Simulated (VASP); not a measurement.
**AgCl: accuracy against cost in the SCF solver and SCF threshold**

Aim: find what the SCF solver and SCF threshold change for AgCl, and what they cost. The series runs use LDA. The SCF solver tried: ALGO = Normal; ALGO = Fast; ALGO = VeryFast; ALGO = All; ALGO = Damped; AMIX = 0.1, BMIX = 0.01; AMIX = 0.8; IMIX = 1, AMIX = 0.2. The SCF threshold tried: EDIFF = 0.01; EDIFF = 0.001; EDIFF = 1E-04; EDIFF = 1E-05; EDIFF = 1E-06; EDIFF = 1E-08. The atoms of the start are displaced at random from the sites of a Fm-3m cell.

Calculated with VASP 6.6.1; LDA; plane waves and PAW (Ag, Cl).

## (1) The structure

Symmetry: Cm, No. 8, monoclinic system. That holds within 0.01 Å; VASP, at its tighter tolerance, finds 1 operation. Conventional cell: a = 6.792 Å, b = 3.921 Å, c = 3.921 Å, α = 90.00°, β = 125.26°, γ = 90.00°. Ag has 6 Cl at 2.73 to 2.81 Å nearest. Nearest to Cl lie 6 Ag at 2.73 to 2.81 Å. Farther neighbours and most contacts between anions are not listed. That group holds within 0.01 Å; judged at 0.001 Å it is P1 (No. 1).

## (2) SCF solver: ALGO = Normal

All solvers should reach one answer; they differ in cycles and robustness. LDA, the lowest rung, knows the local density alone.

Input file INCAR:

```
SYSTEM = AgCl
PREC = Accurate
ENCUT = 400
EDIFF = 1E-06
NELM = 100
ISMEAR = -1
SIGMA = 0.05
LREAL = .FALSE.
ALGO = Normal
GGA = CA
NBANDS = 15
LORBIT = 11
LWAVE = .FALSE.
LCHARG = .FALSE.
KPAR = 2
ISIF = 2
```

Input file POSCAR:

```
AgCl
1.0
    0.0000000000      2.7726629968      2.7726629968
    2.7726629968      0.0000000000      2.7726629968
    2.7726629968      2.7726629968      0.0000000000
Ag Cl
1 1
Direct
    0.0020650000     -0.0028460000     -0.0003020000
    0.4879730000      0.4968090000      0.5060830000
```

Input file KPOINTS:

```
Automatic mesh
0
Gamma
8 8 8
0 0 0
```

Potentials, in the order of the species: Ag and Cl (PBE family, release 64).

Started as:

```console
> mpirun -np 2 vasp_std
```

What it wrote:

```text
[banner, memory and clock lines left out]
running    2 mpi-ranks, on    1 nodes
 distrk:  each k-point on    1 cores,    2 groups
 distr:  one band on    1 cores,    1 groups

 POSCAR found type information on POSCAR AgCl
 POSCAR found :  2 types and       2 ions
|                                                                             |
|               ----> ADVICE to this user running VASP <----                  |
|                                                                             |
|     You enforced a specific xc type in the INCAR file but a different       |
|     [... a line on the potential file left out ...]
|     I HOPE YOU KNOW WHAT YOU ARE DOING!                                     |
|                                                                             |

 LDA part: xc-table for (Slater(with rela. corr.)+CA(PZ))
 , standard interpolation
 POSCAR, INCAR and KPOINTS ok, starting setup
 FFT: planning ... GRIDC
 FFT: planning ... GRID_SOFT
 FFT: planning ... GRID
 WAVECAR not read
 entering main loop
       N       E                     dE             d eps       ncg     rms          rms(c)
DAV:   1     0.808504038437E+02    0.80850E+02   -0.75203E+03  8328   0.870E+02
DAV:   2    -0.407216392427E+01   -0.84923E+02   -0.78776E+02  9648   0.203E+02
DAV:   3    -0.694491040051E+01   -0.28727E+01   -0.28661E+01  9620   0.399E+01
DAV:   4    -0.696487710251E+01   -0.19967E-01   -0.19965E-01 10131   0.362E+00
DAV:   5    -0.696514098237E+01   -0.26388E-03   -0.26387E-03  9578   0.404E-01    0.678E+00
DAV:   6    -0.677445217858E+01    0.19069E+00   -0.45058E-01  9936   0.889E+00    0.417E+00
DAV:   7    -0.677282136568E+01    0.16308E-02   -0.65122E-02  8990   0.178E+00    0.198E+00
DAV:   8    -0.677060876029E+01    0.22126E-02   -0.42420E-03 10096   0.658E-01    0.343E-01
DAV:   9    -0.677047402983E+01    0.13473E-03   -0.32624E-04 10201   0.284E-01    0.667E-02
DAV:  10    -0.677048588404E+01   -0.11854E-04   -0.64490E-05  9193   0.571E-02    0.163E-02
DAV:  11    -0.677048516646E+01    0.71758E-06   -0.15984E-06  8145   0.160E-02
   1 F= -.67704852E+01 E0= -.67704721E+01  d E =-.260828E-04
```

Run time: 23 s. Hardware: 2 MPI ranks of Intel Xeon 6975P-C (Granite Rapids), shared host; peak memory 0.43 GiB.

The logs omit lines about the potential files and the build; timing stands in the text.

From OUTCAR (step 2):

```text
ion  position               nearest neighbor table
   1  0.002  0.997  1.000-   2 2.73   2 2.75   2 2.76   2 2.79   2 2.79   2 2.81
   2  0.488  0.497  0.506-   1 2.73   1 2.75   1 2.76   1 2.79   1 2.79   1 2.81

  LATTYP: Found a face centered cubic cell.
 ALAT       =     5.5453259936

 Subroutine GETGRP returns: Found  1 space group operations
 (whereof  1 operations were pure point group operations)

The static configuration has the point symmetry C_1 .

 Found    260 irreducible k-points:

   k-points           NKPTS =    260   k-points in BZ     NKDIM =    260   number of bands    NBANDS=     15

   dimension x,y,z NGX =    28 NGY =   28 NGZ =   28
   dimension x,y,z NGXF=    56 NGYF=   56 NGZF=   56

   ENCUT  =  400.0 eV  29.40 Ry    5.42 a.u.   6.39  6.39  6.39*2*pi/ulx,y,z

   NELECT =      18.0000    total number of electrons

 k-points in reciprocal lattice and weights: Automatic mesh
   0.00000000  0.00000000  0.00000000       0.002
   0.12500000  0.00000000  0.00000000       0.004
   0.00000000  0.12500000  0.00000000       0.004
   0.00000000  0.00000000  0.12500000       0.004
   0.12500000  0.12500000  0.12500000       0.004
   0.25000000  0.00000000  0.00000000       0.004
   0.00000000  0.25000000  0.00000000       0.004
   0.00000000  0.00000000  0.25000000       0.004
   0.25000000  0.25000000  0.25000000       0.004
[...]
0.25000000 -0.25000000  0.50000000       0.004
   0.50000000  0.25000000 -0.25000000       0.004

 average (electrostatic) potential at core
       1 -73.1856       2 -91.7433

 E-fermi :   3.9290

 k-point     1 :       0.0000    0.0000    0.0000
  band No.  band energies     occupation
    ...
      5       1.0178      2.00000
      6       1.0398      2.00000
      7       1.2728      2.00000
      8       1.2855      2.00000
      9       1.3232      2.00000
     10       4.1655      0.01751
     11      14.2659      0.00000
     12      14.2833      0.00000
     13      14.2898      0.00000
     14      15.5799      0.00000
    ...

 k-point     2 :       0.1250    0.0000    0.0000
  band No.  band energies     occupation
    ...
      5       1.0719      2.00000
      6       1.0722      2.00000
      7       1.3312      2.00000
      8       1.9616      2.00000
      9       1.9688      2.00000
     10       4.9135      0.00000
     11      12.8194      0.00000
     12      13.8969      0.00000
     13      13.9036      0.00000
     14      15.4279      0.00000
    ...

 k-point     3 :       0.0000    0.1250    0.0000
  band No.  band energies     occupation
    ...
      5       1.0703      2.00000
      6       1.0708      2.00000
      7       1.3102      2.00000
      8       1.9616      2.00000
      9       1.9767      2.00000
     10       4.9129      0.00000
     11      12.8269      0.00000
     12      13.8940      0.00000
     13      13.8979      0.00000
     14      15.4286      0.00000
    ...

  Total       -1.4924036     -1.4904977     -1.4776032      0.0010690     -0.0023438      0.0018406
  in kB      -56.0887327    -56.0171023    -55.5324886      0.0401750     -0.0880883      0.0691745
  external PRESSURE =     -55.8794412 kB  Pullay stress =       0.0000000 kB

  energy-cutoff  :      400.00
  volume of cell :       42.63
      direct lattice vectors                 reciprocal lattice vectors
     0.000000000  2.772662997  2.772662997    -0.180332049  0.180332049  0.180332049
     2.772662997  0.000000000  2.772662997     0.180332049 -0.180332049  0.180332049
     2.772662997  2.772662997  0.000000000     0.180332049  0.180332049 -0.180332049

 POSITION                                       TOTAL-FORCE (eV/Angst)
 -----------------------------------------------------------------------------------
      5.53660      2.77755      2.77050         0.009828     -0.012678     -0.024358
      2.78068      2.75618      2.73047        -0.009828      0.012678      0.024358
 -----------------------------------------------------------------------------------
    total drift:                               -0.000239      0.000218     -0.000027

  FREE ENERGIE OF THE ION-ELECTRON SYSTEM (eV)
  ---------------------------------------------------
  free  energy   TOTEN  =        -6.7704851665 eV

  energy  without entropy=       -6.7704590836  energy(sigma->0) =       -6.77047213

 total charge
# of ion       s       p       d       tot
------------------------------------------
    1        0.207   0.146   9.353   9.705
    2        1.588   3.400   0.000   4.988
--------------------------------------------------
tot          1.795   3.546   9.353  14.694

[... 3 further parts left out ...]
```

The gap is read on the k-mesh alone, so it is an upper bound where the band edges lie off the mesh. Spin-orbit coupling is off here; it would split degenerate levels. The PAW data sets were made with PBE, though LDA sets exist; this is a small mismatch.

This step gave:

```
SCF cycles                     : 11
electrons                      : 18
bands                          : 15
irreducible k-points           : 260
symmetry operations            : 1
free energy (TOTEN)            : -6.770 eV
Fermi energy                   : 3.929 eV
pressure                       : -5.588 GPa
metallic                       : no
valence top at k               : 0.5, 0, 0
conduction bottom at k         : 0, 0, 0
least direct gap at k          : 0, 0, 0
gap on the k-mesh              : 0.6235 eV
least direct gap on the k-mesh : 2.842 eV
```

The series starts at -3.3852 eV an atom and -5.59 GPa, after 11 cycles in 23 s.

## (3) SCF solver: ALGO = Fast

Edit INCAR of step 2 so:

```diff
@@ -8,3 +8,3 @@
 LREAL = .FALSE.
-ALGO = Normal
+ALGO = Fast
 GGA = CA
```

POSCAR is that of step 2.

KPOINTS is that of step 2.

Started as:

```console
> mpirun -np 2 vasp_std
```

What it wrote:

```text
[banner, memory and clock lines left out]
running    2 mpi-ranks, on    1 nodes
[...]
[... a notice as in an earlier step ...]

 LDA part: xc-table for (Slater(with rela. corr.)+CA(PZ))
 , standard interpolation
 POSCAR, INCAR and KPOINTS ok, starting setup
[...]
entering main loop
       N       E                     dE             d eps       ncg     rms          rms(c)
[... 5 cycles as in an earlier step ...]
RMM:   6    -0.677665338202E+01    0.18849E+00   -0.45578E-01  7913   0.447E+00    0.431E+00
RMM:   7    -0.677225724404E+01    0.43961E-02   -0.35585E-02  8367   0.999E-01    0.194E+00
RMM:   8    -0.677045262909E+01    0.18046E-02   -0.42144E-03  8954   0.495E-01    0.328E-01
RMM:   9    -0.677046449642E+01   -0.11867E-04   -0.71748E-04  9112   0.215E-01    0.497E-02
RMM:  10    -0.677048254670E+01   -0.18050E-04   -0.18286E-04  8897   0.945E-02    0.287E-02
RMM:  11    -0.677048405961E+01   -0.15129E-05   -0.44048E-05  9031   0.534E-02    0.444E-03
RMM:  12    -0.677048490515E+01   -0.84555E-06   -0.95220E-06  8759   0.228E-02
   1 F= -.67704849E+01 E0= -.67704719E+01  d E =-.260278E-04
```

Elapsed: 27 s, on 2 MPI ranks; peak memory 0.43 GiB.

OUTCAR, selected parts (step 3):

```text
  Total       -1.4803397     -1.4784303     -1.4655399      0.0010750     -0.0023486      0.0018507
  in kB      -55.6353374    -55.5635758    -55.0791160      0.0404023     -0.0882675      0.0695537
  external PRESSURE =     -55.4260097 kB  Pullay stress =       0.0000000 kB

 POSITION                                       TOTAL-FORCE (eV/Angst)
 -----------------------------------------------------------------------------------
      5.53660      2.77755      2.77050         0.009849     -0.012705     -0.024411
      2.78068      2.75618      2.73047        -0.009849      0.012705      0.024411
 -----------------------------------------------------------------------------------
    total drift:                               -0.000132      0.000087     -0.000267

  FREE ENERGIE OF THE ION-ELECTRON SYSTEM (eV)
  ---------------------------------------------------
  free  energy   TOTEN  =        -6.7704849052 eV

  energy  without entropy=       -6.7704588773  energy(sigma->0) =       -6.77047189

[... 2 parts as in an earlier step ...]

[... 1 further part left out ...]
[key lines of the parts left out:]
E-fermi :   3.9288
```

Against the first of the series the energy stays within 0.01 meV an atom; the pressure moves by +0.05 GPa, after 12 cycles in 27 s.

## (4) SCF solver: ALGO = VeryFast

Edit INCAR of step 3 so:

```diff
@@ -8,3 +8,3 @@
 LREAL = .FALSE.
-ALGO = Fast
+ALGO = VeryFast
 GGA = CA
```

POSCAR is that of step 3.

KPOINTS is that of step 3.

Started as:

```console
> mpirun -np 2 vasp_std
```

What it wrote:

```text
[... set-up lines as in an earlier step ...]
 entering main loop
       N       E                     dE             d eps       ncg     rms          rms(c)
RMM:   1     0.156456620514E+03    0.15646E+03   -0.49397E+03  3900   0.720E+02
RMM:   2     0.324960270119E+02   -0.12396E+03   -0.12081E+03  3900   0.192E+02
RMM:   3     0.176088391284E+01   -0.30735E+02   -0.24628E+02  3900   0.833E+01
RMM:   4    -0.564989137642E+01   -0.74108E+01   -0.41101E+01  3900   0.402E+01
[...]
RMM:  16    -0.677047876437E+01   -0.16184E-04   -0.24118E-04  9336   0.137E-01    0.690E-02
RMM:  17    -0.677048479656E+01   -0.60322E-05   -0.33107E-05  9333   0.511E-02    0.749E-03
RMM:  18    -0.677048490553E+01   -0.10897E-06   -0.85720E-06  9089   0.245E-02
   1 F= -.67704849E+01 E0= -.67704719E+01  d E =-.260656E-04
```

The job ended after 36 s (2 MPI ranks; peak memory 0.43 GiB).

OUTCAR, selected parts (step 4):

```text
  Total       -1.4866406     -1.4847549     -1.4718618      0.0010568     -0.0023388      0.0018400
  in kB      -55.8721430    -55.8012728    -55.3167130      0.0397188     -0.0878986      0.0691511
  external PRESSURE =     -55.6633763 kB  Pullay stress =       0.0000000 kB

 POSITION                                       TOTAL-FORCE (eV/Angst)
 -----------------------------------------------------------------------------------
      5.53660      2.77755      2.77050         0.009905     -0.012775     -0.024546
      2.78068      2.75618      2.73047        -0.009905      0.012775      0.024546
 -----------------------------------------------------------------------------------
    total drift:                               -0.000054     -0.000014     -0.000471

  FREE ENERGIE OF THE ION-ELECTRON SYSTEM (eV)
  ---------------------------------------------------
  free  energy   TOTEN  =        -6.7704849055 eV

  energy  without entropy=       -6.7704588399  energy(sigma->0) =       -6.77047187

[... 2 parts as in an earlier step ...]

[... 1 further part left out ...]
[key lines of the parts left out:]
E-fermi :   3.9289
```

Against the first of the series the energy stays within 0.01 meV an atom; the pressure moves by +0.02 GPa, after 18 cycles in 36 s.

## (5) SCF solver: ALGO = All

Edit INCAR of step 4 so:

```diff
@@ -8,3 +8,3 @@
 LREAL = .FALSE.
-ALGO = VeryFast
+ALGO = All
 GGA = CA
```

POSCAR is that of step 4.

KPOINTS is that of step 4.

Started as:

```console
> mpirun -np 2 vasp_std
```

What it wrote:

```text
[... set-up lines as in an earlier step ...]
 entering main loop
       N       E                     dE             d eps       ncg     rms           ort
DAV:   1     0.808504038437E+02    0.80850E+02   -0.83035E+03  3900   0.941E+02
DAV:   2    -0.407216392427E+01   -0.84923E+02   -0.78776E+02  3900   0.203E+02
DAV:   3    -0.694491040051E+01   -0.28727E+01   -0.28661E+01  3900   0.399E+01
DAV:   4    -0.696487710251E+01   -0.19967E-01   -0.19965E-01  3900   0.362E+00
DAV:   5    -0.696514098237E+01   -0.26388E-03   -0.26387E-03  3900   0.404E-01
SDA:   6    -0.642228674245E+01    0.54285E+00   -0.26387E-03  3900   0.162E+01   0.000E+00
 gam= 0.000 g(H,U,f)=  0.102E+01 0.594E+00 0.303E-02 ort(H,U,f) = 0.000E+00 0.000E+00 0.000E+00
 gam= 0.000 trial= 0.400  step=  0.3918 mean=  0.4000
CGA:   7    -0.673931765026E+01   -0.31703E+00   -0.31717E+00  3900   0.570E-01   0.164E-01
 gam= 0.035 g(H,U,f)=  0.248E-01 0.322E-01 0.198E-05 ort(H,U,f) =-0.115E+00 0.131E+00 0.235E-04
 gam= 0.035 trial= 0.399  step=  0.9284 mean=  0.3992
[...]
gam= 0.085 trial= 0.478  step=  0.6218 mean=  0.4781
CGA:  10    -0.677043338429E+01   -0.31362E-03   -0.31356E-03  3900   0.134E-03   0.651E-06
 gam= 0.133 g(H,U,f)=  0.122E-03 0.114E-04 0.259E-08 ort(H,U,f) = 0.459E-05-0.396E-05 0.213E-07
 gam= 0.133 trial= 0.492  step=  0.6250 mean=  0.4924
CGA:  11    -0.677047519858E+01   -0.41814E-04   -0.41816E-04  3900   0.213E-04  -0.150E-07
 gam= 0.159 g(H,U,f)=  0.146E-04 0.666E-05 0.659E-08 ort(H,U,f) =-0.997E-05 0.995E-05 0.855E-08
 gam= 0.159 trial= 0.506  step=  0.7893 mean=  0.5057
CGA:  12    -0.677048360249E+01   -0.84039E-05   -0.84043E-05  3900   0.295E-05   0.150E-08
 gam= 0.139 g(H,U,f)=  0.256E-05 0.390E-06 0.246E-09 ort(H,U,f) =-0.191E-05 0.191E-05 0.151E-08
 gam= 0.139 trial= 0.534  step=  0.9288 mean=  0.5340
CGA:  13    -0.677048497333E+01   -0.13708E-05   -0.13703E-05  3900   0.303E-06   0.409E-09
 gam= 0.103 g(H,U,f)=  0.294E-06 0.885E-08 0.120E-11 ort(H,U,f) =-0.853E-07 0.856E-07 0.315E-10
 gam= 0.103 trial= 0.574  step=  0.8663 mean=  0.5735
CGA:  14    -0.677048510481E+01   -0.13149E-06   -0.13135E-06  3900   0.408E-07   0.591E-09
 gam= 0.135 g(H,U,f)=  0.394E-07 0.143E-08 0.103E-14 ort(H,U,f) = 0.663E-09-0.720E-10 0.780E-13
 gam= 0.135 trial= 0.603  step=  0.7269 mean=  0.6028
 final diagonalization occupied
   1 F= -.67704851E+01 E0= -.67704721E+01  d E =-.260382E-04
```

The job ended after 26 s (2 MPI ranks; peak memory 0.61 GiB).

From OUTCAR (step 5):

```text
  Total       -1.4849553     -1.4830398     -1.4701468      0.0010714     -0.0023501      0.0018506
  in kB      -55.8088012    -55.7368135    -55.2522582      0.0402659     -0.0883232      0.0695513
  external PRESSURE =     -55.5992910 kB  Pullay stress =       0.0000000 kB

 POSITION                                       TOTAL-FORCE (eV/Angst)
 -----------------------------------------------------------------------------------
      5.53660      2.77755      2.77050         0.009839     -0.012693     -0.024387
      2.78068      2.75618      2.73047        -0.009839      0.012693      0.024387
 -----------------------------------------------------------------------------------
    total drift:                               -0.000205      0.000180     -0.000103

  FREE ENERGIE OF THE ION-ELECTRON SYSTEM (eV)
  ---------------------------------------------------
  free  energy   TOTEN  =        -6.7704851048 eV

  energy  without entropy=       -6.7704590666  energy(sigma->0) =       -6.77047209

[... 2 parts as in an earlier step ...]

[... 1 further part left out ...]
[key lines of the parts left out:]
E-fermi :   3.9288
```

Against the first of the series the energy stays within 0.01 meV an atom; the pressure moves by +0.03 GPa, after 14 cycles in 26 s.

## (6) SCF solver: ALGO = Damped

Edit INCAR of step 5 so:

```diff
@@ -8,3 +8,3 @@
 LREAL = .FALSE.
-ALGO = All
+ALGO = Damped
 GGA = CA
```

POSCAR is that of step 5.

KPOINTS is that of step 5.

Started as:

```console
> mpirun -np 2 vasp_std
```

What it wrote:

```text
[... set-up lines as in an earlier step ...]
 entering main loop
       N       E                     dE             d eps       ncg     rms           ort
DAV:   1     0.136578552869E+03    0.13658E+03   -0.76473E+03  3900   0.941E+02
DAV:   2     0.970125626226E+01   -0.12688E+03   -0.11628E+03  3900   0.259E+02
DAV:   3    -0.555437870326E+01   -0.15256E+02   -0.14754E+02  3900   0.919E+01
DAV:   4    -0.683811413684E+01   -0.12837E+01   -0.12595E+01  3900   0.290E+01
[...]
DMP:  18    -0.677048239533E+01    0.89501E-06   -0.28969E-05  3900   0.109E-04  -0.969E-05
DMP:  19    -0.677048440589E+01   -0.20106E-05   -0.14406E-05  3900   0.253E-05   0.281E-05
DMP:  20    -0.677048492458E+01   -0.51869E-06   -0.55192E-07  3900   0.524E-06  -0.101E-05
 final diagonalization occupied
   1 F= -.67704849E+01 E0= -.67704719E+01  d E =-.260880E-04
```

The job ended after 31 s (2 MPI ranks; peak memory 0.61 GiB; 60 s of CPU time).

From OUTCAR (step 6):

```text
  Total       -1.4955138     -1.4935872     -1.4806934      0.0010753     -0.0023515      0.0018561
  in kB      -56.2056224    -56.1332128    -55.6486301      0.0404122     -0.0883759      0.0697563
  external PRESSURE =     -55.9958218 kB  Pullay stress =       0.0000000 kB

 POSITION                                       TOTAL-FORCE (eV/Angst)
 -----------------------------------------------------------------------------------
      5.53660      2.77755      2.77050         0.009844     -0.012698     -0.024397
      2.78068      2.75618      2.73047        -0.009844      0.012698      0.024397
 -----------------------------------------------------------------------------------
    total drift:                               -0.000208      0.000201     -0.000047

  FREE ENERGIE OF THE ION-ELECTRON SYSTEM (eV)
  ---------------------------------------------------
  free  energy   TOTEN  =        -6.7704849246 eV

  energy  without entropy=       -6.7704588366  energy(sigma->0) =       -6.77047188

[... 2 parts as in an earlier step ...]

[... 1 further part left out ...]
[key lines of the parts left out:]
E-fermi :   3.9291
```

Against the first of the series the energy stays within 0.01 meV an atom; the pressure moves by -0.01 GPa, after 20 cycles in 31 s.

[end of part 1 of 3]

[Lines on the potential files, build, host, timing and source positions are cut from VASP's logs without a mark.]

[Logs are printed without paths, hosts, clocks, repeated set-up lines and the standing remarks that a program may print on its own settings, such as how far it seeks lower states.]

[Hosts, paths, dates, database ids (printed as entryN), source tags and the programs' standing remarks are cut or masked in the printed files.]

[A measured line is paired with the nearest computed mode of its activity, which favours agreement.]
